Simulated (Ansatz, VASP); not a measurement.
## Cross-check of TaN between VASP and Ansatz

Wanted: the spread between two codes on one cell, functional and k mesh. The cell is taken from a series of VASP runs on this material, whose earlier steps may have relaxed, scaled or displaced it; both programs get it as it stands.

Program: Ansatz 0.2.0. Level of theory: plane waves, with VASP 6.6.1 beside it; relaxation of cell and atoms at PBEsol. Results are calculated unless marked as measured.

## (1) Set-up

It takes space group Fm-3m (No. 225, cubic). The conventional cell has a = 4.380 Å, b = 4.380 Å, c = 4.380 Å, α = 90.00°, β = 90.00°, γ = 90.00°. Nearest to Ta lie 6 N at 2.19 Å. N has 6 Ta at 2.19 Å nearest. Farther neighbours and most contacts between anions are not listed.

## (2) VASP: relaxation of cell and atoms, PBEsol

The relaxed volume is the usual yardstick between codes: its relative difference is about their pressure difference at one cell divided by the bulk modulus.

Lines of VASP's logs that name or quote its potential files are left out, and so is its time.

INCAR reads:

```
SYSTEM = TaN
PREC = Accurate
ENCUT = 520
EDIFF = 1E-06
NELM = 100
ISMEAR = 1
SIGMA = 0.15
LREAL = .FALSE.
ALGO = Normal
GGA = PS
NBANDS = 14
LASPH = .TRUE.
LORBIT = 11
LWAVE = .FALSE.
LCHARG = .FALSE.
KPAR = 4
IBRION = 2
NSW = 50
ISIF = 3
EDIFFG = -0.006
```

POSCAR reads:

```
TaN
1.0
    0.0000000000      2.1897569518      2.1897569518
    2.1897569518      0.0000000000      2.1897569518
    2.1897569518      2.1897569518      0.0000000000
Ta N
1 1
Direct
    0.5000000000      0.5000000000      0.5000000000
    0.0000000000      0.0000000000      0.0000000000
```

KPOINTS reads:

```
Automatic mesh
0
Gamma
18 18 18
0 0 0
```

PAW data sets: Ta_pv and N (PBE family, release 64).

Started as:

```console
> mpirun -np 4 vasp_std
```

Numbers of over 12 decimals in the logs are rounded to 6 here.

The log of the run:

```text
[banner, memory and clock lines left out]
running    4 mpi-ranks, on    1 nodes
 distrk:  each k-point on    1 cores,    4 groups
 distr:  one band on    1 cores,    1 groups

 POSCAR found type information on POSCAR TaN
 POSCAR found :  2 types and       2 ions
|                                                                             |
|               ----> ADVICE to this user running VASP <----                  |
|                                                                             |
|     You enforced a specific xc type in the INCAR file but a different       |
|     [... a line on the potential file left out ...]
|     I HOPE YOU KNOW WHAT YOU ARE DOING!                                     |
|                                                                             |

 LDA part: xc-table for (Slater+PW92), standard interpolation
 POSCAR, INCAR and KPOINTS ok, starting setup
 FFT: planning ... GRIDC
 FFT: planning ... GRID_SOFT
 FFT: planning ... GRID
 WAVECAR not read
 entering main loop
       N       E                     dE             d eps       ncg     rms          rms(c)
DAV:   1     0.893030193181E+02    0.89303E+02   -0.88912E+03  5468   0.121E+03
DAV:   2    -0.230236130233E+02   -0.11233E+03   -0.10556E+03  6714   0.317E+02
DAV:   3    -0.259863897739E+02   -0.29628E+01   -0.29310E+01  6272   0.480E+01
DAV:   4    -0.260012857156E+02   -0.14896E-01   -0.14886E-01  6372   0.354E+00
DAV:   5    -0.260013782581E+02   -0.92542E-04   -0.92541E-04  6174   0.256E-01    0.250E+01
DAV:   6    -0.233394278177E+02    0.26620E+01   -0.57284E+00  6192   0.269E+01    0.106E+01
DAV:   7    -0.232513949090E+02    0.88033E-01   -0.35836E-01  6846   0.571E+00    0.716E+00
DAV:   8    -0.232168971581E+02    0.34498E-01   -0.13111E-01  6480   0.330E+00    0.141E+00
DAV:   9    -0.232128497451E+02    0.40474E-02   -0.12296E-02  6048   0.964E-01    0.364E-01
DAV:  10    -0.232127007450E+02    0.14900E-03   -0.50438E-04  7452   0.280E-01    0.105E-01
DAV:  11    -0.232126706890E+02    0.30056E-04   -0.58794E-05  6158   0.787E-02    0.182E-02
DAV:  12    -0.232126705760E+02    0.11300E-06   -0.33331E-06  7044   0.178E-02
   1 F= -.23212671E+02 E0= -.23212451E+02  d E =-.232127E+02
 curvature:   0.00 expect dE= 0.000E+00 dE for cont linesearch  0.000E+00
 trial: gam= 0.00000 g(F)=  0.176E-60 g(S)=  0.749E-07 ort = 0.000E+00 (trialstep = 0.100E+01)
 search vector abs. value=  0.750E-07
 reached required accuracy - stopping structural energy minimisation
```

From OUTCAR (step 2):

```text
ion  position               nearest neighbor table
   1  0.500  0.500  0.500-   2 2.19   2 2.19   2 2.19   2 2.19   2 2.19   2 2.19
   2  0.000  0.000  0.000-   1 2.19   1 2.19   1 2.19   1 2.19   1 2.19   1 2.19

  LATTYP: Found a face centered cubic cell.
 ALAT       =     4.3795139036

 Subroutine GETGRP returns: Found 48 space group operations
 (whereof 48 operations were pure point group operations)

The static configuration has the point symmetry O_h .

 Found    195 irreducible k-points:

   k-points           NKPTS =    195   k-points in BZ     NKDIM =    195   number of bands    NBANDS=     14

   dimension x,y,z NGX =    24 NGY =   24 NGZ =   24
   dimension x,y,z NGXF=    48 NGYF=   48 NGZF=   48

   ENCUT  =  520.0 eV  38.22 Ry    6.18 a.u.   5.76  5.76  5.76*2*pi/ulx,y,z

   NELECT =      16.0000    total number of electrons

 k-points in reciprocal lattice and weights: Automatic mesh
   0.00000000  0.00000000  0.00000000       0.000
   0.05555556  0.00000000  0.00000000       0.001
   0.11111111  0.00000000  0.00000000       0.001
   0.16666667  0.00000000  0.00000000       0.001
   0.22222222  0.00000000  0.00000000       0.001
   0.27777778  0.00000000  0.00000000       0.001
   0.33333333  0.00000000  0.00000000       0.001
   0.38888889  0.00000000  0.00000000       0.001
   0.44444444  0.00000000  0.00000000       0.001
[...]
-0.27777778  0.44444444  0.22222222       0.004
  -0.27777778  0.50000000  0.22222222       0.002

 average (electrostatic) potential at core
       1 -34.4373       2 -61.2276

 E-fermi :   9.5308

 k-point     1 :       0.0000    0.0000    0.0000
  band No.  band energies     occupation
    ...
      8       7.3542      2.00000
      9       7.3542      2.00000
     10       7.3542      2.00000
     11       9.5468      0.82121
     12       9.5468      0.82120
     13      11.1696     -0.00000
     14      18.8992      0.00000

 k-point     2 :       0.0556    0.0000    0.0000
  band No.  band energies     occupation
    ...
      6       5.4016      2.00000
      7       5.4016      2.00000
      8       7.4858      2.00000
      9       7.4858      2.00000
     10       7.5535      2.00000
     11       9.8719     -0.00600
     12       9.8719     -0.00600
     13      11.4014     -0.00000
     14      19.1382      0.00000

 k-point     3 :       0.1111    0.0000    0.0000
  band No.  band energies     occupation
    ...
      6       4.7804      2.00000
      7       4.7804      2.00000
      8       7.7944      2.00000
      9       7.7944      2.00000
     10       7.8662      2.00000
     11      10.6844     -0.00000
     12      10.6844     -0.00000
     13      12.0117     -0.00000
     14      19.8126      0.00000

  Total       -0.0010173     -0.0010173     -0.0010173      0.0000000      0.0000000      0.0000000
  in kB       -0.0776178     -0.0776178     -0.0776178      0.0000000      0.0000000      0.0000000
  external PRESSURE =      -0.0776178 kB  Pullay stress =       0.0000000 kB

  energy-cutoff  :      520.00
  volume of cell :       21.00
      direct lattice vectors                 reciprocal lattice vectors
     0.000000000  2.189756952  2.189756952    -0.228335843  0.228335843  0.228335843
     2.189756952  0.000000000  2.189756952     0.228335843 -0.228335843  0.228335843
     2.189756952  2.189756952  0.000000000     0.228335843  0.228335843 -0.228335843

 POSITION                                       TOTAL-FORCE (eV/Angst)
 -----------------------------------------------------------------------------------
      2.18976      2.18976      2.18976         0.000000      0.000000      0.000000
      0.00000      0.00000      0.00000        -0.000000     -0.000000     -0.000000
 -----------------------------------------------------------------------------------
    total drift:                                0.000000     -0.000000     -0.000000

  FREE ENERGIE OF THE ION-ELECTRON SYSTEM (eV)
  ---------------------------------------------------
  free  energy   TOTEN  =       -23.2126705760 eV

  energy  without entropy=      -23.2120106475  energy(sigma->0) =      -23.21245060

 reached required accuracy - stopping structural energy minimisation

 total charge
# of ion       s       p       d       tot
------------------------------------------
    1        0.277   6.230   2.476   8.983
    2        1.222   2.536   0.000   3.759
--------------------------------------------------
tot          1.499   8.767   2.476  12.741

[... 3 further parts left out ...]
```

CONTCAR:

```
TaN
   1.00000000000000
     0.0000000000000000    2.1897569518000002    2.1897569518000002
     2.1897569518000002    0.0000000000000000    2.1897569518000002
     2.1897569518000002    2.1897569518000002    0.0000000000000000
  Ta              N
     1     1
Direct
     0.5000000000000000    0.5000000000000000    0.5000000000000000
     0.0000000000000000    0.0000000000000000    0.0000000000000000
```

## (3) Ansatz: relaxation of cell and atoms, PBEsol

Ansatz runs on its default PAW (the set named soft_2) files.

The same cell, functional, mesh and smearing now go to Ansatz, which takes its cutoff from its data sets.

input.yaml reads:

```yaml
crystal:
  lattice:
    - [0.0, 2.1897569518, 2.1897569518]
    - [2.1897569518, 0.0, 2.1897569518]
    - [2.1897569518, 2.1897569518, 0.0]
  atoms:
    - { symbol: Ta, position: [0.5, 0.5, 0.5] }
    - { symbol: "N", position: [0.0, 0.0, 0.0] }
hamiltonian:
  xc: pbesol
  pseudopotentials: { kind: paw }
kpoints:
  mp_grid: { grid: [18, 18, 18] }
scf:
  occupations: { method: methfessel_paxton, width: 0.15 }
relax:
  f_tol: 0.01
  max_steps: 60
  cell: { stress_tol: 0.05 }
output:
  forces: true
  stress: true
```

Started as:

```console
> ansatz run input.yaml --threads 4 --pin off --max-ram 9216MiB --backend cpu --events-out ev --progress --plain --runs-dir out
```

The log of the run:

```text
Engine: ansatz 0.2.0, aarch64-unknown-linux-gnu
Pseudopotentials: kind: paw
Pseudopotential: Ta, paw, valence charge 13, recommended cutoff 420 eV (normal), Ta.paw.azcp
Pseudopotential: N, paw, valence charge 5, recommended cutoff 420 eV (normal), N.paw.azcp
Functional definition: PBEsol
  exchange = pbesol_x
  correlation = pbesol_c
Crystal: 2 atoms, lattice volume = 21.000 Å³
Basis set: ecut = 420 eV, 411 PW (Γ), exchange–correlation on 48×48×48 points (8 copies of the dense FFT grid, shifted against one another)
Bands: 13, of which v1, the nominal top of the filled ones, is band 9 counted from 1 (8 counted from 0)
Symmetry: 48 space group operations
Space group: Fm-3m (ITA 225), of the structure as read, at distance tolerance 2.8e-5 Å
k-points: 195 of 5832
Non-local potential: Ta, projectors of the file, l = 0: 3, l = 1: 2, l = 2: 2, l = 3: 1
Non-local potential: N, projectors of the file, l = 0: 2, l = 1: 2, l = 2: 1
PAW form: soft (Blöchl's): semilocal exchange-correlation on the pseudo side does not see the compensation charge
PAW frozen core: Ta, regenerated for the run's functional, and the local potential with it (the file was generated under x = pbe(κ = 0.804, μ = 0.219515), c = pbe(β = 0.066725))
PAW frozen core: N, regenerated for the run's functional, and the local potential with it (the file was generated under x = pbe(κ = 0.804, μ = 0.219515), c = pbe(β = 0.066725))
PAW one-centre angular grid: Ta, 590 points (default); XC on 64 Gauss nodes
PAW one-centre angular grid: N, 110 points (default); XC on 64 Gauss nodes
Initial density: superposition of atomic densities (neutral atoms: chi_scale 0, normalization atom), corrected by the library's trained network
Initial wavefunctions: pseudopotential atomic-orbital guess
Functional: x = pbesol(κ = 0.804, μ = 0.123457), c = pbesol(β = 0.046)
SCF iter   1: F=—  HF=-10187.070953 eV  |F-HF|=—  |Δ(HF+E_count)|=         —  Δρ=1.44e-2  dr2=4.46e-2  ethr=1.77e-3  ⟨swp⟩=5.2  Hψ=29533  notcnv=0  defer=66
automatic band count: the SCF goes on with 17 bands, as 13 were too few: the levels above may hold too much charge
preconditioner: auto → none  [metal: Δε(μ)=0.006 eV  Ē_g=15.614 eV  σ=0.150 eV  W_gap=0.03  n_scr=8 (ndim 8)  ℏωp=25.6 eV  f_vac=0.000  D(μ)=0.92/eV (n_scr^D=8)  sad-step TF]
SCF iter   2: F=—  HF=-10187.064723 eV  |F-HF|=—  |Δ(HF+E_count)|=   6.23e-3  S|Δr|=    0.00e0  Δρ=9.40e-3  dr2=2.08e-2  ethr=2.48e-4  ⟨swp⟩=1.0  Hψ=4875  notcnv=0  defer=66
SCF iter   3: F=—  HF=-10187.059681 eV  |F-HF|=—  |Δ(HF+E_count)|=   5.04e-3  S|Δr|=    0.00e0  Δρ=8.98e-4  dr2=1.23e-4  ethr=1.16e-4  ⟨swp⟩=2.0  Hψ=3462  notcnv=0  defer=66
SCF iter   4: F=—  HF=-10187.059612 eV  |F-HF|=—  |Δ(HF+E_count)|=   6.86e-5  S|Δr|=    0.00e0  Δρ=1.15e-4  dr2=3.41e-6  ethr=6.84e-7  ⟨swp⟩=2.4  Hψ=4500  notcnv=0  defer=66
SCF iter   5: F=—  HF=-10187.059611 eV  |F-HF|=—  |Δ(HF+E_count)|=   5.50e-7  S|Δr|=    0.00e0  Δρ=1.47e-5  dr2=1.67e-8  ethr=5.56e-10  ⟨swp⟩=3.3  Hψ=11987  notcnv=0
SCF iter   6: F=-10187.059611 eV  HF=-10187.059611 eV  |F-HF|=2.75e-10  |Δ(HF+E_count)|=  6.82e-10  S|Δr|=    0.00e0  Δρ=1.99e-6  dr2=1.49e-10  ethr=9.28e-11  ⟨swp⟩=1.7  Hψ=9087  notcnv=0
SCF 1 converged in 6 iterations: F = -10187.059611 eV  dr2 = 1.49e-10
  greatest PAW one-centre occupation: 1.000 electrons in one spin orbital (limit 2), on the Ta atom at site 0 (counted from 0), in its partial waves of l = 0
relax step   1: F+E_penalty+E_count = -10187.05961145 eV  Δ(F+E_penalty+E_count) = +0.000e0 eV  max|allowed force component| = 9.664e-30 eV/Å  Δτ_max = 0.0000 Å  P = -0.983 GPa  Ω = 21.000 Å³  (6 SCF iters, dr2 threshold 1.00e-7 eV, accepted)
[...]
relax step   2: F+E_penalty+E_count = -10187.06002107 eV  Δ(F+E_penalty+E_count) = -4.096e-4 eV  max|allowed force component| = 7.954e-30 eV/Å  Δτ_max = 0.0000 Å  P = +0.411 GPa  Ω = 20.919 Å³  energy of the carried Pulay correction = +2.639e-4 eV  (4 SCF iters, dr2 threshold 2.00e-7 eV, accepted)
[...]
relax step   3: F+E_penalty+E_count = -10187.05997371 eV  Δ(F+E_penalty+E_count) = +4.737e-5 eV  max|allowed force component| = 8.250e-30 eV/Å  Δτ_max = 0.0000 Å  P = -0.001 GPa  Ω = 20.943 Å³  energy of the carried Pulay correction = +1.862e-4 eV  (3 SCF iters, dr2 threshold 2.00e-7 eV, accepted)
[...]
relax step   4: F+E_penalty+E_count = -10187.05979370 eV  Δ(F+E_penalty+E_count) = +1.800e-4 eV  max|allowed force component| = 1.040e-29 eV/Å  Δτ_max = 0.0000 Å  P = -0.016 GPa  Ω = 20.943 Å³  stress off target by 1.58e-2 GPa  SCF on the basis re-selected at this cell (its energy is not comparable with the rows above)  (4 SCF iters)
basis re-selected at this cell: Δ(F+E_penalty+E_count) = +1.800e-4 eV, ΔP = -0.015 GPa vs the last step (what re-selecting the basis moved, of the pressure what is left beyond the Pulay correction that the steps carried, after the strain that the cell walked since its last selection, with what the two solves' SCF thresholds leave and, on support functions, any second-order correction that the steps lacked; it is no m [...]
SCF converged after 4 iterations
Stability not checked: this state was not tested for a lower state beside it, because cold or Methfessel-Paxton smearing, or corrected tetrahedra, fill the levels in a way that the test cannot read (fill_not_monotonic; see scf.lower_state_search)
Free energy (F): -10187.059794 eV
Harris-Foulkes:  -10187.059794 eV  (|F-HF|=1.82e-12)
Internal energy: -10187.059107 eV  (E = F + TS)
E sigma→0 (E₀):  -10187.059622 eV
Entropy (-TS):   -0.000687 eV (-0.343 meV/atom)
Fermi energy:    21.902705 eV
--- Per-component energies (eV) ---
  E_band       = -40.836348
  E_kinetic    = 501.630432
  E_local      = -574.467636  (includes V_loc(G=0)·N_el)
  E_nonlocal   = 62.963132
  E_hartree    = 193.297072
  E_xc         = -278.428355
  E_vxc        = -282.384320  (∫ρ·V_xc dr)
  E_paw        = -8395.602901  (= ΣΔE_a)
  E_vpaw       = -135.172322  (= ΣTr[D̂ρ^β])
  E_aug_tail   = 0.000239  (compensation charges beyond the density's cutoff)
  E_ewald      = -1696.692838
  E_core_change = 0.241745  (= ΣΔE_core)
  E_smearing   = -0.000687  (= −TS)
  E_closure    = 0.000000  (closes the sum)
  Σ components = -10187.059794   (vs F -10187.059794, Δ=0.00e0)
--- Forces (eV/Å), atoms counted from 1 ---
  atom   1  Ta     0.00000000    -0.00000000    -0.00000000
  atom   2  N     -0.00000000     0.00000000     0.00000000
  max |Σ_I F_I| component: 1.92e-29 eV/Å
--- Stress (GPa, compression-positive) ---
       -0.015806      -0.000000      -0.000000
       -0.000000      -0.015806      -0.000000
       -0.000000      -0.000000      -0.015806
  P = ⅓ Tr σ = -0.0158 GPa (-0.158 kbar)
--- Relaxed structure (3 steps of the walk, 3 accepted, 1 SCFs on fresh bases) ---
  F+E_penalty+E_count = -10187.05979370 eV   max|allowed force component| = 1.040e-29 eV/Å   (the final SCF, on the basis selected at the relaxed cell)
  cell:  # Å, volume = 20.9428 Å³
    - [0, 2.187769, 2.187769]
    - [2.187769, 0, 2.187769]
    - [2.187769, 2.187769, 0]
  atoms:
    - { symbol: Ta, position: [0.5, 0.5, 0.5] }
    - { symbol: N, position: [0, 0, 0] }
```

Wall time 3.9 s (4 threads of Arm Neoverse V1, shared host); peak memory 0.41 GiB.

## (4) Side by side

Known differences besides the potentials themselves: both relaxations stop at a tolerance, which leaves soft axes loose, and VASP keeps its plane-wave basis; the data sets hold 18 valence electrons in Ansatz (default PAW (the set named soft_2) files) and 16 in VASP; the cutoff is 420 eV in Ansatz and 520 eV in VASP; Ansatz makes its cores anew for this functional, VASP keeps those of its PBE data sets; Ansatz adds a Pulay correction to the stress that steers its cell, VASP none. Total energies have different zeros and are not compared.

Compared:

```tsv
quantity	Ansatz	VASP	difference
volume (Å³)	20.94	21.00	-0.27 %
edge a after relaxation, in the typed setting (Å)	3.094	3.097	-0.09 %
```

The walks stopped with -0.02 GPa left in Ansatz and -0.01 GPa in VASP; each walk ends within a tolerance, so the volume difference is uncertain by about these residues over the bulk modulus, most in soft cells.

## (5) Summary of results

```json
{
 "difference in volume (relaxation of cell and atoms, PBEsol)": "-0.27 %"
}
```

The difference in volume is -0.27 % (relaxation of cell and atoms, PBEsol), within the 1.2 % picked in this series as the mark of a large difference, as far as the stopping tolerances let one tell. How closely two codes agree says nothing of how well the functional describes the real material.

[Lines on the potential files, build, host, timing and source positions are cut from VASP's logs without a mark.]

[Logs are printed without paths, hosts, clocks, repeated set-up lines and the standing remarks that a program may print on its own settings, such as how far it seeks lower states.]

[Hosts, paths, dates, database ids (printed as entryN), source tags and the programs' standing remarks are cut or masked in the printed files.]
